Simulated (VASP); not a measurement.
Calculation: PBEsol GGA, VASP's PBE PAW potentials (set 64) (plane waves; VASP 6.6.1).

VASP input:

POSCAR:
```
SrPd
1
    2.0832160000    -5.5551570000     0.0000000000
    2.0832160000     5.5551570000     0.0000000000
    0.0000000000     0.0000000000     4.4304990000
Sr Pd
2 2
Direct
  0.8606900000   0.1393100000   0.7500000000
  0.1393100000   0.8606900000   0.2500000000
  0.5705900000   0.4294100000   0.7500000000
  0.4294100000   0.5705900000   0.2500000000
```

KPOINTS:
```
Automatic mesh
0
Gamma
2 2 2
0 0 0
```

### INCAR
```
ENCUT=300
LASPH=T   ! aspherical one-centre terms
PREC=Accurate
NELM=100
LREAL=F
ISMEAR=-1
EDIFF=1E-6
GGA=PS   ! PBEsol
SIGMA=0.136   ! width (eV)
SYSTEM=SrPd
LWAVE=F
LMAXMIX=4   ! l cut-off of mixed one-centre charges
LCHARG=F
ALGO=Normal
ISIF=2   ! forces and stress, cell fixed
```

POTCAR, in this order: Sr_sv Pd (PBE.64 set). Program: vasp_std.

### Question
What will the output report for the number of irreducible k-points (NKPTS), largest plane-wave count, number of space-group operations, FFT grid (NGX, NGY, NGZ)?

### Answer

```json
{
  "number of irreducible k-points (NKPTS)": "6",
  "largest_plane_wave_count": "1223",
  "number_of_space_group_operations": "8",
  "FFT grid (NGX, NGY, NGZ)": "36 × 36 × 28"
}
```

The structure comes from a computed database's SrPd entry (Cmcm); how it stands against other phases isn't given here. The cell was not relaxed at this level. The k-mesh is coarse (spacing up to 0.81 per Å, 2π included), so the numbers may not be converged in it. The run is one of a series of settings (KPOINTS 2×2×2 Γ-centred mesh against the base run), some of them coarse on purpose.
